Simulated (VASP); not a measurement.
Cu (fcc): one (111) plane of a periodic stack of 9 atoms is slid along ⟨112⟩ by tilting the cell, in parts of the partial Burgers vector. The ends are relaxed; the steps between are rigid, which overstates the barrier. Calculation: PBE GGA, VASP's PBE PAW potentials (set 64) (plane waves; VASP). Numerical set-up: PREC = Normal, LREAL = Auto, 400 eV cut-off, 14×14×2 Γ-centred mesh, first-order Methfessel-Paxton smearing of 0.10 eV, potentials Cu.

Q: Give the fault energy along the slip, the stable stacking-fault energy and the barrier.

A: The fault at full slip costs 37 mJ/m², and the rigid barrier is 193 mJ/m², at 0.50 of the slip.
```tsv
slip	γ (mJ/m²)
0.000	0
0.125	35
0.250	102
0.375	164
0.500	193
0.625	179
0.750	129
0.875	69
1.000	37
```

Runs of the series that failed, ran out of time, didn't relax or are held back are left out, and so is the opposite way of slip.

The cell is a supercell, built from Cu (fcc).
